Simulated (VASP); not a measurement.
# Al3Si2F (Pmm2) in VASP: further runs

Aim: see how the results for Al3Si2F move with the level of theory and the settings. Levels: PBE, r2SCAN. Tasks: relaxation of cell and atoms, single point.

Everything below comes from runs of VASP 6.6.1. Logs are shortened: lines on timing, memory, paths and dates and some standing lists are left out, and cuts for length are marked.

## 1. The structure

Symmetry: Pmm2, No. 25, orthorhombic system. The conventional cell has a = 3.104 Å, b = 4.147 Å, c = 7.268 Å, α = 90.00°, β = 90.00°, γ = 90.00°. Around Al (site symmetry mm2) lie 6 Si at 2.63 to 2.83 Å and 3 Al at 2.75 to 2.95 Å. Al (site symmetry mm2) has 2 F at 2.11 Å as nearest neighbours. Al (site symmetry mm2) has 1 F at 2.00 Å as nearest neighbours. Si (site symmetry mm2) is surrounded by 6 Al at 2.63 to 3.01 Å. Around Si (site symmetry mm2) lie 8 Al at 2.60 to 2.83 Å. F (site symmetry mm2) is surrounded by 3 Al at 2.00 to 2.11 Å.

The cell was built by a generator and needn't be a form met in nature.

## 2. Relaxation of cell and atoms, PBE

INCAR

```
SYSTEM = Al3Si2F
  PREC = Accurate
  ENCUT = 520
  EDIFF = 1E-6
  ISMEAR = 0
  SIGMA = 0.1
  LREAL = .FALSE.
  LASPH = .TRUE.
  NELM = 120
  ALGO = Normal
  ISIF = 3
  LWAVE = .FALSE.
  LCHARG = .FALSE.
  GGA = PE
  IBRION = 2
  NSW = 90
  EDIFFG = -0.01
  KPAR = 4
```

KPOINTS

```
regular mesh
0
G
  10 8 4
  0 0 0
```

POSCAR

```
Al3Si2F
1.0
    3.1040000000      0.0000000000      0.0000000000
    0.0000000000      4.1470000000      0.0000000000
    0.0000000000      0.0000000000      7.2680000000
Al Si F
3 2 1
Direct
    0.5000000000      0.5000000000      0.8721794200
    0.5000000000      0.5000000000      0.2508255400
    0.5000000000      0.0000000000      0.5837919600
    0.0000000000      0.0000000000      0.9384975200
    0.0000000000      0.5000000000      0.5469180000
    0.5000000000      0.0000000000      0.3079251500
```

Potentials or basis: VASP PAW PBE potentials, release 64 (Al, Si, F).

Started as:

```console
$ cat potpaw_PBE.64/Al/POTCAR potpaw_PBE.64/Si/POTCAR potpaw_PBE.64/F/POTCAR > POTCAR
$ mpirun -np 4 vasp_std > vasp.out
```

OUTCAR:

```text
SYSTEM = Al3Si2F
   PREC = Accurate
   ENCUT = 520
   EDIFF = 1E-6
   ISMEAR = 0
   LREAL = .FALSE.
   LASPH = .TRUE.
   NELM = 120
   ISIF = 3
   GGA = PE
   IBRION = 2
   NSW = 90
   EDIFFG = -0.01

 ion  position               nearest neighbor table
   1  0.500  0.500  0.872-   4 2.63   4 2.63   4 2.63   4 2.63   2 2.75   5 2.83   5 2.83   3 2.95
                             3 2.95
   2  0.500  0.500  0.251-   6 2.11   6 2.11   5 2.65   5 2.65   1 2.75   3 3.19   3 3.19
   3  0.500  0.000  0.584-   6 2.00   5 2.60   5 2.60   5 2.60   5 2.60   1 2.95   1 2.95   4 3.01
                             4 3.01   2 3.19   2 3.19
   4  0.000  0.000  0.938-   1 2.63   1 2.63   1 2.63   1 2.63   3 3.01   3 3.01
   5  0.000  0.500  0.547-   3 2.60   3 2.60   3 2.60   3 2.60   2 2.65   2 2.65   1 2.83   1 2.83

   6  0.500  0.000  0.308-   3 2.00   2 2.11   2 2.11

  LATTYP: Found a simple orthorhombic cell.
 ALAT       =     3.1040000000
 B/A-ratio  =     1.3360180412
 C/A-ratio  =     2.3414948454

  Lattice vectors:

 A1 = (   3.1040000000,   0.0000000000,   0.0000000000)
 A2 = (   0.0000000000,   4.1470000000,   0.0000000000)
 A3 = (   0.0000000000,   0.0000000000,   7.2680000000)

Analysis of symmetry for initial positions (statically):
=====================================================================
 Subroutine PRICEL returns:
 Original cell was already a primitive cell.

 Routine SETGRP: Setting up the symmetry group for a
 simple orthorhombic supercell.

 Subroutine GETGRP returns: Found  4 space group operations
 (whereof  4 operations were pure point group operations)
 out of a pool of  8 trial point group operations.

The static configuration has the point symmetry C_2v.

Analysis of symmetry for dynamics (positions and initial velocities):
=====================================================================
 Subroutine PRICEL returns:
 Original cell was already a primitive cell.

 Routine SETGRP: Setting up the symmetry group for a
 simple orthorhombic supercell.

 Subroutine GETGRP returns: Found  4 space group operations
 (whereof  4 operations were pure point group operations)
 out of a pool of  8 trial point group operations.

The dynamic configuration has the point symmetry C_2v.

 Subroutine INISYM returns: Found  4 space group operations
 (whereof  4 operations are pure point group operations),
 and found     1 'primitive' translations

----------------------------------------------------------------------------------------

                                     Primitive cell

  volume of cell :      93.5558

  direct lattice vectors                    reciprocal lattice vectors
     3.104000000  0.000000000  0.000000000     0.322164948  0.000000000  0.000000000
     0.000000000  4.147000000  0.000000000     0.000000000  0.241138172  0.000000000
     0.000000000  0.000000000  7.268000000     0.000000000  0.000000000  0.137589433

  length of vectors
     3.104000000  4.147000000  7.268000000     0.322164948  0.241138172  0.137589433

  position of ions in fractional coordinates (direct lattice)
     0.500000000  0.500000000  0.872179420
     0.500000000  0.500000000  0.250825540
     0.500000000  0.000000000  0.583791960
     0.000000000  0.000000000  0.938497520
     0.000000000  0.500000000  0.546918000
     0.500000000  0.000000000  0.307925150

  ion indices of the primitive-cell ions
   primitive index   ion index
                 1           1
                 2           2
                 3           3
                 4           4
                 5           5
                 6           6

----------------------------------------------------------------------------------------

 KPOINTS: regular mesh

Automatic generation of k-mesh.
 Grid dimensions read from file:
 generate k-points for:   10    8    4

 Generating k-lattice:

  Cartesian coordinates                     Fractional coordinates (reciprocal lattice)
     0.032216495  0.000000000  0.000000000     0.100000000  0.000000000  0.000000000
     0.000000000  0.030142272  0.000000000     0.000000000  0.125000000  0.000000000
     0.000000000  0.000000000  0.034397358     0.000000000  0.000000000  0.250000000

  Length of vectors
     0.032216495  0.030142272  0.034397358

  Shift w.r.t. Gamma in fractional coordinates (k-lattice)
     0.000000000  0.000000000  0.000000000

 Subroutine IBZKPT returns following result:
 ===========================================

 Found     90 irreducible k-points:

 Following reciprocal coordinates:
            Coordinates               Weight
  0.000000  0.000000  0.000000      1.000000
  0.100000  0.000000  0.000000      2.000000
  0.200000  0.000000  0.000000      2.000000
  0.300000  0.000000  0.000000      2.000000
  0.400000  0.000000  0.000000      2.000000
  0.500000  0.000000  0.000000      1.000000
[... 16 lines left out ...]
  0.400000  0.375000  0.000000      4.000000
  0.500000  0.375000  0.000000      2.000000
 [... further k-points ...]
   k-points           NKPTS =     90   k-points in BZ     NKDIM =     90   number of bands    NBANDS=     16
   number of dos      NEDOS =    301   number of ions     NIONS =      6
   total plane-waves  NPLWV =  41472
   dimension x,y,z NGX =    24 NGY =   32 NGZ =   54
   dimension x,y,z NGXF=    48 NGYF=   64 NGZF=  108
   ions per type =               3   2   1
   NGX,Y,Z   is equivalent  to a cutoff of  12.85, 12.83, 12.35 a.u.
   NGXF,Y,Z  is equivalent  to a cutoff of  25.71, 25.66, 24.70 a.u.
 SYSTEM =  Al3Si2F
   PREC   = accura    normal or accurate (medium, high low for compatibility)
   ISTART =      0    job   : 0-new  1-cont  2-samecut
   ICHARG =      2    charge: 1-file 2-atom 10-const
   ISPIN  =      1    spin polarized calculation?
   LNONCOLLINEAR =      F non collinear calculations
   LSORBIT =      F    spin-orbit coupling
   LASPH  =      T    aspherical Exc in radial PAW
   ENCUT  =  520.0 eV  38.22 Ry    6.18 a.u.   5.77  7.71 13.51*2*pi/ulx,y,z
   NELM   =    120;   NELMIN=  2; NELMDL= -5     # of ELM steps
   EDIFF  = 0.1E-05   stopping-criterion for ELM
   LREAL  =      F    real-space projection
   EDIFFG = -.1E-01   stopping-criterion for IOM
   NSW    =     90    number of steps for IOM
   IBRION =      2    ionic relax: 0-MD 1-quasi-New 2-CG
   NFREE  =      1    steps in history (QN), initial steepest desc. (CG)
   ISIF   =      3    stress and relaxation
   ISYM   =      2    0-nonsym 1-usesym 2-fastsym
   POTIM  = 0.5000    time-step for ionic-motion
   TEBEG  =    0.0;   TEEND  =   0.0 temperature during run
   PSTRESS=    0.0 pullay stress
   NELECT =      24.0000    total number of electrons
   NUPDOWN=      -1.0000    fix difference up-down
   EMIN   =  10.00;   EMAX   =-10.00  energy-range for DOS
   EFERMI =   0.00;   METHOD = LEGACY
   ISMEAR =     0;   SIGMA  =   0.10  broadening in eV -4-tet -1-fermi 0-gaus
   EFERMI_NEDOS =   21; number of points for ismear=-14 and -15
   IALGO  =     38    algorithm
   IMIX   =      4    mixing-type and parameters
     AMIX     =   0.40;   BMIX     =  1.00
     AMIX_MAG =   1.60;   BMIX_MAG =  1.00
  volume/ion in A,a.u.               =      15.59       105.22
  Fermi-wavevector in a.u.,A,eV,Ry     =   1.040212  1.965715 14.722050  1.082040
  Thomas-Fermi vector in A             =   2.174777
   LORBIT       =      0    0 simple, 1 ext, 2 COOP (PROOUT), +10 PAW based schemes
   GGA     = PE    functional components
   LHFCALC =     F    Hartree Fock is set to
   AEXX    =    0.0000 exact exchange contribution
   IVDW    =     0    specifies the selected vdW correction
   LEPSILON=     F    determine dielectric tensor
   LRPA    =     F    only Hartree local field effects (RPA)
 conjugate gradient relaxation of ions
 non-spin polarized calculation
 Gauss-broadening in eV      SIGMA  =   0.10
  energy-cutoff  :      520.00
  volume of cell :       93.56
 maximum number of plane-waves:      2551
 NGX is ok and might be reduce to    24
   NGX = 11   NGY = 15   NGZ = 27

--------------------------------------- Ionic step        1  -------------------------------------------

 number of electron      24.0000003 magnetization

 Free energy of the ion-electron system (eV)
  ---------------------------------------------------
  ext. energy  EPLUGINS =         0.00000000
  ---------------------------------------------------
  free energy    TOTEN  =       -25.74395820 eV

  energy without entropy =      -25.73024041  energy(sigma->0) =      -25.73709931

------------------------ aborting loop because EDIFF is reached ----------------------------------------

  FORCE on cell =-STRESS in cart. coord.  units (eV):
  Direction    XX          YY          ZZ          XY          YZ          ZX
  --------------------------------------------------------------------------------------
  -------------------------------------------------------------------------------------
  Total       -2.5046622      1.9404964      2.0492221      0.0000000      0.0000000      0.0000000
  in kB      -42.8932625     33.2317160     35.0936828      0.0000000      0.0000000      0.0000000
  external PRESSURE =       8.4773788 kB  Pullay stress =       0.0000000 kB
[... 101 lines left out ...]
  FREE ENERGIE OF THE ION-ELECTRON SYSTEM (eV)
  ---------------------------------------------------
  free  energy   TOTEN  =       -25.9249504471 eV

  energy  without entropy=      -25.9102660641  energy(sigma->0) =      -25.91760826

[... ionic steps 4 to 41 ...]

--------------------------------------- Ionic step       42  -------------------------------------------

 number of electron      24.0000006 magnetization

------------------------ aborting loop because EDIFF is reached ----------------------------------------

  FORCE on cell =-STRESS in cart. coord.  units (eV):
  Direction    XX          YY          ZZ          XY          YZ          ZX
  --------------------------------------------------------------------------------------
  -------------------------------------------------------------------------------------
  Total        0.0198315      0.0053344     -0.0193588      0.0000000      0.0000000      0.0000000
  in kB        0.3315389      0.0891788     -0.3236366      0.0000000      0.0000000      0.0000000
  external PRESSURE =       0.0323604 kB  Pullay stress =       0.0000000 kB
[... 65 lines left out ...]
  energy  without entropy=      -26.1179840709  energy(sigma->0) =      -26.12260325

--------------------------------------- Ionic step       44  -------------------------------------------

 number of electron      24.0000006 magnetization

 Free energy of the ion-electron system (eV)
  ---------------------------------------------------
  ext. energy  EPLUGINS =         0.00000000
  ---------------------------------------------------
  free energy    TOTEN  =       -26.12724572 eV

  energy without entropy =      -26.11804499  energy(sigma->0) =      -26.12264535

 E-fermi :   7.0714     XC(G=0): -10.0370

 val. band max:        7.0613238632   @ k =   0.4000   0.5000   0.0000
 cond. band min:       7.0974243582   @ k =   0.5000   0.2500   0.2500
 fundamental gap:      0.0361004949
 Fermi energy:         7.0713685783

 k-point     1 :       0.0000    0.0000    0.0000
  band No.  band energies     occupation
      1     -18.2320      2.00000
      2      -4.9446      2.00000
      3      -2.8587      2.00000
      4      -0.8526      2.00000
      5      -0.4012      2.00000
      6       0.6083      2.00000
[... 8 lines left out ...]
     15      10.3073      0.00000
     16      11.5490      0.00000
[... 420 lines left out ...]
  band No.  band energies     occupation
      1     -18.0012      2.00000
      2      -0.8467      2.00000
      3      -0.5020      2.00000
      4      -0.3013      2.00000
      5       0.4324      2.00000
      6       1.3642      2.00000
[... 8 lines left out ...]
     15       8.5983      0.00000
     16      10.3530      0.00000

 [... further k-points ...]

------------------------ aborting loop because EDIFF is reached ----------------------------------------

  FORCE on cell =-STRESS in cart. coord.  units (eV):
  Direction    XX          YY          ZZ          XY          YZ          ZX
  --------------------------------------------------------------------------------------
  -------------------------------------------------------------------------------------
  Total       -0.0117193     -0.0098627      0.0078835      0.0000000      0.0000000      0.0000000
  in kB       -0.1959101     -0.1648741      0.1317877      0.0000000      0.0000000      0.0000000
  external PRESSURE =      -0.0763321 kB  Pullay stress =       0.0000000 kB
[... 21 lines left out ...]
  FREE ENERGIE OF THE ION-ELECTRON SYSTEM (eV)
  ---------------------------------------------------
  free  energy   TOTEN  =       -26.1272457174 eV

  energy  without entropy=      -26.1180449861  energy(sigma->0) =      -26.12264535

 reached required accuracy - stopping structural energy minimisation
```

Run time: 5.6 min. Hardware: 4 MPI ranks of Intel Xeon 6975P-C (Granite Rapids), shared host; peak memory 0.3 GiB.

What came out:

| Item | Value |
| --- | --- |
| Free energy | -26.1272 eV |
| Relaxed volume | 15.97 Å³/atom |
| Relaxed cell | a = 2.821 Å, b = 4.418 Å, c = 7.691 Å, α = 90.00°, β = 90.00°, γ = 90.00° |
| Space group after relaxing (to 0.05 Å) | Pmm2 (No. 25) |
| Energy gained by relaxing | 63.9 meV/atom |
| Ionic steps | 44 |
| Pressure after relaxing | 0.0 GPa |
| Largest force after relaxing | 0.009 eV/Å |
| Band gap on the k mesh | none (metal or under the smearing width) |

Forces on the atoms (eV/Å):
```
Al   0.000  0.000  0.004
Al   0.000  0.000  0.000
Al   0.000  0.000 -0.002
Si   0.000  0.000 -0.003
Si   0.000  0.000  0.009
F    0.000  0.000 -0.008
```

Step by step:
| step | energy change (eV) | largest force (eV/Å) | pressure (GPa) | volume (Å³) |
| --- | --- | --- | --- | --- |
| 1 | 0.0000 | 0.2856 | 0.85 | 93.56 |
| 3 | -0.1810 | 0.3220 | -3.10 | 96.29 |
| 5 | -0.2611 | 0.2866 | -0.33 | 92.53 |
| 7 | -0.2642 | 0.2771 | 0.37 | 91.75 |
| 9 | -0.2760 | 0.2463 | 0.50 | 91.70 |
| 11 | -0.2039 | 1.3430 | 2.78 | 92.64 |
| 13 | -0.3006 | 0.1840 | 1.13 | 92.24 |
| 15 | -0.3061 | 0.1500 | 0.03 | 93.62 |
| 17 | -0.3116 | 0.1046 | -0.38 | 93.78 |
| 19 | -0.3157 | 0.0952 | 0.69 | 92.59 |
| 21 | -0.3219 | 0.1029 | 0.72 | 92.62 |
| 23 | -0.3353 | 0.1866 | 0.87 | 92.74 |
| 25 | -0.3467 | 0.2729 | -0.76 | 95.06 |
| 27 | -0.3651 | 0.2006 | 0.06 | 95.20 |
| 29 | -0.3739 | 0.0801 | -0.09 | 95.47 |
| 31 | -0.3769 | 0.0767 | 0.47 | 95.13 |
| 33 | -0.3806 | 0.1167 | -0.32 | 96.31 |
| 35 | -0.3812 | 0.1045 | -0.17 | 96.05 |
| 37 | -0.3822 | 0.0708 | -0.09 | 96.02 |
| 39 | -0.3832 | 0.0199 | 0.05 | 95.80 |
| 41 | -0.3832 | 0.0257 | 0.05 | 95.77 |
| 43 | -0.3833 | 0.0132 | -0.04 | 95.89 |
| 44 | -0.3833 | 0.0089 | -0.01 | 95.84 |

Final structure:
```
Al Si F
1.0
     2.82074    0.00000    0.00000
     0.00000    4.41801    0.00000
     0.00000    0.00000    7.69067
Al Si F
3 2 1
Direct
  0.50000 0.50000 0.92223
  0.50000 0.50000 0.27083
  0.50000 0.00000 0.55969
  0.00000 0.00000 0.86627
  0.00000 0.50000 0.57061
  0.50000 0.00000 0.31051
```

## 3. Relaxation of cell and atoms, PBE

This run uses another cell than the first one, of 15.97 Å³/atom, 1.024 times its volume.

INCAR: that of step 2 with these lines changed.

```diff
@@ -3,3 +3,3 @@
   ENCUT = 520
-  EDIFF = 1E-6
+  EDIFF = 1E-7
   ISMEAR = 0
@@ -15,4 +15,5 @@
   IBRION = 2
-  NSW = 90
-  EDIFFG = -0.01
+  NSW = 60
+  EDIFFG = -0.005
+  POTIM = 0.3
   KPAR = 4
```

KPOINTS is that of step 2.

POSCAR

```
Al3Si2F                                 
1.0
    2.8207442262      0.0000000000      0.0000000000
    0.0000000000      4.4180140437      0.0000000000
    0.0000000000      0.0000000000      7.6906701946
  Al              Si              F             
     3     2     1
Direct
     0.5000000000000000    0.5000000000000000    0.9222274546742301
     0.5000000000000000    0.5000000000000000    0.2708262112524701
     0.5000000000000000    0.0000000000000000    0.5596873616692400
     0.0000000000000000    0.0000000000000000    0.8662738328682402
     0.0000000000000000    0.5000000000000000    0.5706078072110414
     0.5000000000000000    0.0000000000000000    0.3105149223247792
```

Potentials or basis: VASP PAW PBE potentials, release 64 (Al, Si, F).

Started as:

```console
$ cat potpaw_PBE.64/Al/POTCAR potpaw_PBE.64/Si/POTCAR potpaw_PBE.64/F/POTCAR > POTCAR
$ mpirun -np 4 vasp_std > vasp.out
```

It took 2.6 min on 4 MPI ranks of Intel Xeon 6975P-C (Granite Rapids), shared host; peak memory 0.32 GiB.

It converged, with:

```
Free energy                            : -26.1328 eV
Relaxed volume                         : 16.00 Å³/atom
Relaxed cell                           : a = 2.820 Å, b = 4.415 Å, c = 7.713 Å, α = 90.00°, β = 90.00°, γ = 90.00°
Space group after relaxing (to 0.05 Å) : Pmm2 (No. 25)
Energy gained by relaxing              : 0.0 meV/atom
Ionic steps                            : 22
Pressure after relaxing                : 0.0 GPa
Largest force after relaxing           : 0.004 eV/Å
Band gap on the k mesh                 : none (metal or under the smearing width)
```

Forces in eV/Å, atoms in the order of the input:
```
Al   0.000  0.000  0.000
Al   0.000  0.000 -0.003
Al   0.000  0.000  0.004
Si   0.000  0.000 -0.003
Si   0.000  0.000  0.000
F    0.000  0.000  0.002
```

Step by step:
```csv
step,energy change (eV),largest force (eV/Å),pressure (GPa),volume (Å³)
1,0.0000,0.0097,0.12,95.84
2,-0.0001,0.0071,0.03,95.94
3,-0.0001,0.0099,-0.02,95.99
4,-0.0001,0.0095,-0.01,95.99
5,-0.0001,0.0076,-0.01,95.98
6,-0.0001,0.0080,0.00,95.97
7,-0.0001,0.0082,0.01,95.97
8,-0.0001,0.0074,0.01,95.98
9,-0.0001,0.0061,0.00,96.01
10,-0.0001,0.0116,-0.02,96.07
11,-0.0001,0.0079,-0.01,96.03
12,-0.0001,0.0051,-0.01,96.02
13,-0.0002,0.0059,0.01,96.00
14,-0.0002,0.0058,0.01,96.02
15,-0.0002,0.0069,-0.04,96.06
16,-0.0002,0.0069,-0.03,96.06
17,-0.0002,0.0073,-0.03,96.06
18,-0.0002,0.0074,-0.03,96.06
19,-0.0002,0.0080,-0.01,96.06
20,-0.0002,0.0085,-0.01,96.06
21,-0.0002,0.0067,0.00,96.05
22,-0.0002,0.0040,0.02,96.03
```

Final structure:
```
Al Si F
1.0
     2.82006    0.00000    0.00000
     0.00000    4.41464    0.00000
     0.00000    0.00000    7.71338
Al Si F
3 2 1
Cartesian
  1.4100 2.2073 7.1273
  1.4100 2.2073 2.0943
  1.4100 0.0000 4.3120
  0.0000 0.0000 6.6705
  0.0000 2.2073 4.4013
  1.4100 0.0000 2.3926
```

Levels at points of the mesh, in eV from the Fermi level:
```
           k point  band 10  band 11  band 12  band 13  band 14  band 15
(0.00, 0.00, 0.00)    -2.55    -2.39    -1.17     1.09     2.90     3.24
(0.50, 0.00, 0.00)    -2.01    -1.17     0.09     0.62     0.86     1.37
(0.00, 0.50, 0.00)    -2.27    -0.60     0.81     3.22     4.03     4.52
(0.50, 0.50, 0.00)    -3.20    -2.59    -1.94    -1.00    -0.35     1.53
(0.00, 0.00, 0.50)    -2.72    -2.42    -0.44     1.36     3.19     3.88
(0.50, 0.00, 0.50)    -1.14    -0.96    -0.65     0.09     0.33     0.57
(0.00, 0.50, 0.50)    -3.05    -1.41     1.32     3.70     4.83     4.96
(0.50, 0.50, 0.50)    -3.06    -2.65    -1.30    -0.62     0.49     0.94
```

(Continued in part 2 of 2.)
